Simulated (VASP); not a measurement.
Consider the following.

```xyz
3
Lattice="-1.6288 1.6288 3.9729 1.6288 -1.6288 3.9729 1.6288 1.6288 -3.9729" Properties=species:S:1:pos:R:3 pbc="T T T"
Si     0.0000     0.0000     5.2840
Si     0.0000     0.0000     2.6619
W      0.0000     0.0000     0.0000
```

Method: PBE GGA, VASP's PBE PAW potentials (set 64) (plane waves; VASP). Numerical set-up: 300 eV cut-off, 14×14×14 Γ-centred mesh, Gaussian smearing of 0.050 eV, potentials Si W_sv.

At this cut-off the stress carries a Pulay error, which pulls relaxed volumes low.

Q: Give the stress tensor in GPa (positive for a compressed cell).

A: 
```
-5.69   0.00   0.00
 0.00  -5.69   0.00
 0.00   0.00  -6.97
```
The pressure is its mean diagonal, -6.12 GPa.

The structure is a typed WSi2 crystal. The cell was not relaxed at this level.
